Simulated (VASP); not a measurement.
# Biaxial (001) strain of fcc Rh at the PBEsol level: normal strain, stress, strain energy and the moduli C₁₁ and C₁₂

Calculated here are the normal strain, in-plane stress and strain energy of fcc Rh under equal strain along both in-plane axes of (001), from −2 % to +2 %, with the normal stress relaxed to zero. This is the state of a coherent (001) film on a mismatched substrate, where the response sets the film's lattice spacing, its load on the interface and the energy stored per atom. Strains and energies are measured from the unstrained crystal relaxed with PBEsol; tension is positive. The questions are which elastic moduli follow from the series and at what strain a constant modulus ceases to describe it. The strained cells are tetragonal with one atom each, so no internal relaxation enters.

## Calculations

The start is an entry of the ASE's table of reference states database. The crystal was relaxed with PBEsol. Equal strain is imposed in the (001) plane; the strain along the normal is adjusted until the normal stress vanishes, and the atoms are relaxed with PBEsol. VASP 6.6.1, plane waves with PAW, cutoff 450 eV, no spin polarisation, no spin-orbit coupling, k mesh 27×27×27, static lattice. The same in all rows: band gap on the k mesh at PBEsol: 0.000 eV.

Notes on method and selection:

- Runs that did not converge, have known faults or may not be shown are not listed, and runs on Ansatz's PAW sets soft_1 and soft_2 are kept to separate tables.

Columns:

- strain (%): strain in the plane (tension positive).
- normal strain (%): strain along the normal.
- stress (GPa): in-plane stress, tension positive.
- strain energy (meV/atom): energy per atom above the relaxed crystal.

Input lines of one member:

```
PREC = Accurate
ENCUT = 450
EDIFF = 1E-07
NELM = 120
ISMEAR = 1
SIGMA = 0.15
LREAL = .FALSE.
ALGO = Normal
GGA = PS
NBANDS = 13
LASPH = .TRUE.
LORBIT = 11
KPAR = 2
IBRION = 1
NSW = 25
```

Command (options for logging and memory left out): `mpirun -np 2 vasp_std`

## Computed values

| member | strain (%) | normal strain (%) | stress (GPa) | strain energy (meV/atom) |
| --- | --- | --- | --- | --- |
| −2 % | −2.0 | 1.792 | −11.09 | 18.50 |
| −1.5 % | −1.5 | 1.337 | −8.11 | 10.35 |
| −1 % | −1.0 | 0.888 | −5.27 | 4.608 |
| −0.5 % | −0.5 | 0.444 | −2.57 | 1.198 |
| 0 % | 0.0 | 0.003 | −0.01 | 0.00404 |
| +0.5 % | 0.5 | −0.433 | 2.43 | 0.9238 |
| +1 % | 1.0 | −0.867 | 4.75 | 3.825 |
| +1.5 % | 1.5 | −1.298 | 6.93 | 8.644 |
| +2 % | 2.0 | −1.730 | 8.99 | 15.26 |

Least-squares fits to the whole series, with x = strain (%); R² and errors in the fitted variable (y, or ln y where the fit is in ln y):

| y | members | fit | R² | rms residual | leave-one-out rms | the same for the mean of the others |
| --- | --- | --- | --- | --- | --- | --- |
| normal strain (%) | 9 | y = 0.01511 − 0.8793 x | 1.00 | 0.010 | 0.015 | 1.3 |
| stress (GPa) | 9 | y = −0.4389 + 5.016 x | 1.00 | 0.38 | 0.55 | 7.3 |

## The trend and its physics

The normal strain falls by 0.88 % for each per cent of in-plane tension. The bond lengths show what this slope means. Four of the twelve nearest neighbours lie in the plane and must follow the imposed strain. The other eight change in length by half the sum of in-plane and normal strain, which at +1 % is only (1.0 − 0.867) / 2 = 0.07 %. Keeping those eight bonds exactly constant would require a slope of −1, which is the response of an fcc crystal held together only by central forces between nearest neighbours. The geometry alone does not fix the slope: an added resistance to volume change raises C₁₁ and C₁₂ equally and makes the normal contraction stronger. Rh lies near the central-force value, but this does not prove that such forces dominate. They would also require C₄₄ to be close to C₁₂, and this series does not give C₄₄.

For a cubic crystal with a stress-free normal, linear elasticity gives

ε⊥ = −2(C₁₂/C₁₁) ε and σ = M ε, with M = C₁₁ + C₁₂ − 2C₁₂²/C₁₁.

The ±0.5 % pair lies closest to the linear limit:

- normal slope: (−0.433 − 0.444) / 1.0 = −0.877, so C₁₂/C₁₁ = 0.877 / 2 = 0.4385
- M = (2.43 + 2.57) / 0.010 = 500 GPa
- C₁₁ = 500 / (1 + 0.4385 − 2 × 0.4385²) = 474 GPa
- C₁₂ = 0.4385 × 474 = 208 GPa
- bulk modulus: (474 + 2 × 208) / 3 = 297 GPa

The ±2 % pair changes C₁₁ and C₁₂ by no more than 3 GPa, because the leading nonlinearity cancels between tension and compression. The shear modulus C₄₄ does not enter this deformation.

The stress itself is visibly curved: 2 % compression produces 11.09 GPa, 2 % tension only 8.99 GPa. With x the strain in per cent,

σ = 5.01 x − 0.26 x² (GPa)

reproduces all nine rows with an rms miss of 0.01 GPa, against 0.38 GPa for the straight line and a scatter of several GPa about the mean. The sign is that expected of anharmonic bonding: repulsion between neighbours grows rapidly as the in-plane bonds shorten, while stretched bonds soften.

The strain energy is mainly quadratic. Averaging the ±2 % pair gives (18.50 + 15.26) / (2 × 4) = 4.22 meV/atom per squared per cent.

## Residuals

Largest departures from the fit to the whole series:

| member | normal strain (%) | fit | computed − fit | in rms residuals |
| --- | --- | --- | --- | --- |
| −2 % | 1.792 | 1.774 | +0.018 | 1.8 |
| +2 % | −1.730 | −1.743 | +0.013 | 1.3 |
| 0 % | 0.003 | 0.015 | −0.012 | 1.2 |
| −0.5 % | 0.444 | 0.455 | −0.011 | 1.1 |

In the linear stress fit the two end members depart most, and in the same direction: −11.09 GPa against a fitted −0.4389 − 5.016 × 2 = −10.47 GPa at −2 %, and 8.99 GPa against −0.4389 + 5.016 × 2 = 9.59 GPa at +2 %. Both are effects of the curvature. The fitted intercept of −0.44 GPa has the same origin and is not a residual stress, since the unstrained row gives −0.01 GPa. The departures in normal strain also follow a weak curvature and stay below 0.02 % strain.

The energies contain a less obvious anomaly. The strain energy is proportional to the integral of the stress over strain, so the stress law fixes the ratio of its cubic to its quadratic coefficient. The cubic coefficient is negative, with magnitude 4.22 × 2 / 3 × 0.26 / 5.01 = 0.146 meV/atom per cubed per cent. Hence half the difference between the +0.5 % and −0.5 % energies should be about −0.02 meV/atom. The table gives (0.9238 − 1.198) / 2 = −0.137 meV/atom. An additional term of about −0.24 x meV/atom accounts for the excess at all four strain magnitudes. It places the energy minimum at 0.24 / (2 × 4.22) = +0.03 % strain, although the stress vanishes at 0 %.

A likely cause is the finite plane-wave basis (Pulay stress). At a fixed cutoff of 450 eV a larger cell holds more plane waves, which lowers its energy slightly. Tension enlarges the cell, so the sign agrees. With a single cutoff and a single smearing width in the series, this cause is inferred rather than shown, and a smearing contribution to the energy is not excluded.

## Short exercises

**What stress and normal strain belong to a film under 0.8 % tension?**

The stress law gives 5.01 × 0.8 − 0.26 × 0.8² = 3.84 GPa. Omitting the quadratic term would overestimate the stress by about 4 %. Interpolation between the +0.5 % and +1 % rows gives a normal strain of −0.433 − 0.6 × (0.867 − 0.433) = −0.69 %.

**Diffraction shows the normal spacing of a (001) film expanded by 0.60 %. What is its in-plane state?**

The value lies between the −0.5 % and −1 % rows, where the normal strain changes by (0.888 − 0.444) / 0.5 = 0.888 per unit of in-plane strain. The in-plane strain is therefore −0.5 − (0.60 − 0.444) / 0.888 = −0.68 %. The stress is −5.01 × 0.68 − 0.26 × 0.68² = −3.5 GPa, that is, compressive. This assumes a coherent film with a stress-free normal and a known unstrained spacing. It also relies on the PBEsol stress law, which is probably too stiff, so the real stress is likely to be smaller in magnitude.

**Is one strained cell enough to obtain the biaxial modulus?**

From stress, the +0.5 % cell gives 2.43 / 0.005 = 486 GPa, 3 % below the 500 GPa of the pair. From energy, the same cell gives 0.9238 / 0.5² = 3.70 meV/atom per squared per cent, 12 % below 4.22. A single stress is thus acceptable for estimating the PBEsol modulus to 3 %; the error of PBEsol itself comes on top. Energies should be taken in pairs of opposite strain, which removes both the cubic term and the spurious linear term.

## Conclusions

A constant biaxial modulus describes the stress to about 3 % at ±0.5 % strain, 5 % at ±1 % and 10 % at ±2 %, underestimating the magnitude in compression and overestimating it in tension. One quadratic term repairs this over the calculated range. The normal strain remains close to linear throughout, so a nearly constant ratio of normal to in-plane strain is no evidence that the stress is linear too.

The moduli refer to a static lattice. Zero-point motion and thermal expansion would lower them. PBEsol also tends to make late 4d metals too stiff, so measured room-temperature moduli should be expected below these values, possibly well below. No measured row is given for comparison, so the size of this error remains open. The agreement within 3 GPa between the ±0.5 % and ±2 % pairs shows that the series is consistent, not that the moduli are accurate to that level. Stresses and strain energies calculated here share the excess stiffness. Spin–orbit coupling is omitted and should matter little for the elasticity of a 4d metal.

[Logs are printed without paths, hosts, clocks, repeated set-up lines and the standing remarks that a program may print on its own settings, such as how far it seeks lower states.]
